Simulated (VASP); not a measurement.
Given:

```yaml
crystal:
  lattice:
    - [0.00000, 1.91155, 1.91155]
    - [1.91155, 0.00000, 1.91155]
    - [1.91155, 1.91155, 0.00000]
  atoms:
    - { symbol: Rh, position: [0.00000, 0.00000, 0.00000] }
```

Calculation: vdW-DF-cx, VASP's PBE PAW potentials (set 64) (plane waves; VASP). Settings: 520 eV cut-off, 16×16×16 Γ-centred mesh, first-order Methfessel-Paxton smearing of 0.10 eV, potentials Rh_pv.

Estimate the energy per atom (σ→0), pressure, band gap (on the k-mesh) with the smallest direct gap where there is one.

```yaml
band gap (on the k-mesh): none (metal, semimetal or under 0.01 eV)
energy per atom (σ→0): -4.370 eV/atom
pressure: -7.92 GPa
```

The absolute energy has meaning only against runs of the same code, potentials and settings.

The compound is Rh in the fcc structure. This cell is one point of a volume scan, at 1.03 of the reference volume.
